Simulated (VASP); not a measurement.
Energy against volume of BaHfO₃ (cubic perovskite). All values below come from LDA (Ceperley-Alder, Perdew-Zunger), VASP's LDA PAW potentials (set 64) (plane waves; VASP). Run with 520 eV cut-off, 6×6×6 Γ-centred mesh, Gaussian smearing of 0.050 eV, potentials Ba_sv Hf_pv O.

```csv
V (Å³/atom),E (eV/atom)
13.176,-9.49794
13.597,-9.52314
14.018,-9.53103
14.438,-9.52424
```

Fit these four points and predict the energy of the run at 14.859 Å³/atom.

A cubic in V^(−2/3), the third-order Birch-Murnaghan form, passes through the four points with V0 = 14.02 Å³/atom and B0 = 186 GPa, and gives -9.5050 eV/atom there. The run gave -9.5050 eV/atom, -0.0 meV/atom from the fit; all five points give B0 = 186 GPa.

The compound is BaHfO3 in the cubic perovskite structure. It was relaxed first.
